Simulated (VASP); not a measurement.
Energy against volume of CoGa (CsCl type). Level of theory: r2SCAN+rVV10, VASP's PBE PAW potentials (set 64) (plane waves; VASP).

| V (Å³/atom) | E (eV/atom) |
|---|---|
| 10.721 | -12.21815 |
| 11.064 | -12.24084 |
| 11.406 | -12.24780 |
| 11.748 | -12.24150 |
| 12.090 | -12.22401 |

### Question
Fit a third-order Birch-Murnaghan equation of state.

### Answer

```
Quantity                                        Result
---------------------------------------  -------------
volume per atom                          11.40 Å³/atom
bulk modulus                                   207 GPa
pressure derivative of the bulk modulus           4.67
lattice constant a                             2.836 Å
```

The compound is CoGa in the CsCl type structure. It was relaxed first. The run is not spin-polarised, so no magnetic state was tried.
